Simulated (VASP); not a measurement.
Calculation: PBE GGA with D3 dispersion (zero damping), VASP's PBE PAW potentials (set 64) (plane waves; VASP 6.6.1).

A VASP calculation is set up with these files.

INCAR:
```
SYSTEM = BN
PREC = Accurate
ENCUT = 520
EDIFF = 1E-7
NELM = 100
ALGO = Normal
LREAL = .FALSE.
LASPH = .TRUE.
ISMEAR = -5
GGA = PE
IVDW = 11
LWAVE = .FALSE.
LCHARG = .TRUE.
LORBIT = 11
NEDOS = 601
ISIF = 2
```

POSCAR:
```
BN
1
   -0.0000000000     1.8079493822     1.8079493822
    1.8079493822     0.0000000000     1.8079493822
    1.8079493822     1.8079493822     0.0000000000
B N
1 1
Direct
  0.0000000000   0.0000000000   0.0000000000
  0.2500000000   0.2500000000   0.2500000000
```

File KPOINTS:
```
Automatic mesh
0
G
 14 14 14
```

POTCAR, in this order: B N (PBE.64 set). Program: vasp_std.

Output

File OSZICAR:
```
       N       E                     dE             d eps       ncg     rms          rms(c)
DAV:   1     0.847820915158E+01    0.84782E+01   -0.52613E+03  1760   0.990E+02
DAV:   2    -0.182262167276E+02   -0.26704E+02   -0.26423E+02  2248   0.173E+02
DAV:   3    -0.184137820119E+02   -0.18757E+00   -0.18757E+00  2064   0.179E+01
DAV:   4    -0.184139353180E+02   -0.15331E-03   -0.15331E-03  2224   0.442E-01
DAV:   5    -0.184139353817E+02   -0.63714E-07   -0.63714E-07  1904   0.683E-03    0.670E+00
DAV:   6    -0.175375787999E+02    0.87636E+00   -0.34333E+00  2120   0.136E+01    0.329E+00
DAV:   7    -0.174643013410E+02    0.73277E-01   -0.94767E-02  2184   0.301E+00    0.191E+00
DAV:   8    -0.174496920923E+02    0.14609E-01   -0.41595E-02  1944   0.187E+00    0.193E-01
DAV:   9    -0.174499081629E+02   -0.21607E-03   -0.56043E-04  1744   0.256E-01    0.760E-02
DAV:  10    -0.174499831867E+02   -0.75024E-04   -0.13776E-04  2400   0.119E-01    0.154E-02
DAV:  11    -0.174499878953E+02   -0.47085E-05   -0.75559E-06  1896   0.271E-02    0.675E-03
DAV:  12    -0.174499879024E+02   -0.71112E-08   -0.13224E-06  2056   0.959E-03    0.461E-04
DAV:  13    -0.174499879245E+02   -0.22137E-07   -0.26630E-08   832   0.185E-03
   1 F= -.17725399E+02 E0= -.17725399E+02  d E =0.000000E+00
```

### OUTCAR
```
------------------------ aborting loop because EDIFF is reached ----------------------------------------
 Edisp (eV)   -0.27541
  FORCE on cell =-STRESS in cart. coord.  units (eV):
  Direction    XX          YY          ZZ          XY          YZ          ZX
  --------------------------------------------------------------------------------------
  Total      -0.00064    -0.00064    -0.00064     0.00000     0.00000     0.00000
  in kB      -0.08736    -0.08736    -0.08736     0.00000     0.00000     0.00000
  external pressure =       -0.09 kB  Pullay stress =        0.00 kB
  volume of cell :       11.82
      direct lattice vectors                 reciprocal lattice vectors
     0.000000000  1.807949382  1.807949382    -0.276556415  0.276556415  0.276556415
     1.807949382  0.000000000  1.807949382     0.276556415 -0.276556415  0.276556415
     1.807949382  1.807949382  0.000000000     0.276556415  0.276556415 -0.276556415
  FREE ENERGIE OF THE ION-ELECTRON SYSTEM (eV)
  ---------------------------------------------------
  free  energy   TOTEN  =       -17.7253985896 eV

  energy  without entropy=      -17.7253985896  energy(sigma->0) =      -17.72539859

 total charge

# of ion       s       p       d       tot
------------------------------------------
    1        0.677   1.359   0.000   2.036
    2        1.213   2.763   0.000   3.976
--------------------------------------------------
tot          1.891   4.122   0.000   6.012
```
(Selected blocks of OUTCAR.)

The compound is BN in the zinc blende structure. It was relaxed first.
